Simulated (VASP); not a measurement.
Data:

```
InPd
1.0
    3.25000     0.00000     0.00000
    0.00000     3.25000     0.00000
    0.00000     0.00000     3.25000
In Pd
1 1
Direct
  0.50000   0.50000   0.50000
  0.00000   0.00000   0.00000
```

Calculation: PBE GGA with D3 dispersion (zero damping), VASP's PBE PAW potentials (set 64) (plane waves; VASP). Numerical set-up: 520 eV cut-off, 10×10×10 Γ-centred mesh, first-order Methfessel-Paxton smearing of 0.10 eV, potentials In_d Pd.

**Question.** The ions, cell shape and volume are relaxed. Which structure does the run end with?

**Answer.** 
```
InPd
1.0
    3.27014     0.00000     0.00000
    0.00000     3.27014     0.00000
    0.00000     0.00000     3.27014
In Pd
1 1
Direct
  0.50000   0.50000   0.50000
  0.00000   0.00000   0.00000
```
Space group Pm-3m (221), at a tolerance of 0.03 Å.

**Question.** How do energy and volume change from the first to the last step?

**Answer.** The energy (σ→0) changes by -2.3 meV/atom and the volume by +1.9 %, in 3 ionic steps.

The compound is PdIn in the CsCl type structure. This run relaxes it. Symmetry was kept, so distortions that lower it aren't found. The electron count is odd and the run is not spin-polarised, which forces a metal.
